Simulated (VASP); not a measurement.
Given:

```yaml
crystal:
  lattice:
    - [0.00000, 3.57678, 3.57678]
    - [3.57678, 0.00000, 3.57678]
    - [3.57678, 3.57678, 0.00000]
  atoms:
    - { symbol: K, position: [0.00000, 0.00000, 0.00000] }
    - { symbol: I, position: [0.50000, 0.50000, 0.50000] }
```

These are AM05 GGA, VASP's PBE PAW potentials (set 64) (plane waves; VASP) values and carry that method's errors. Numerical set-up: 520 eV cut-off, Gaussian smearing of 0.050 eV, potentials K_sv I.

Unless said otherwise, spin-orbit coupling is left out, though it shifts the bands of the heavy elements here.

**Question.** Predict the band gap (along the path) with the smallest direct gap where there is one.

**Answer.** 
* **band gap (along the path)**: 3.94 eV
* **smallest direct gap (along the path)**: 3.94 eV

The absolute energy has meaning only against runs of the same code, potentials and settings.

The compound is KI in the rock salt structure. It was relaxed first.
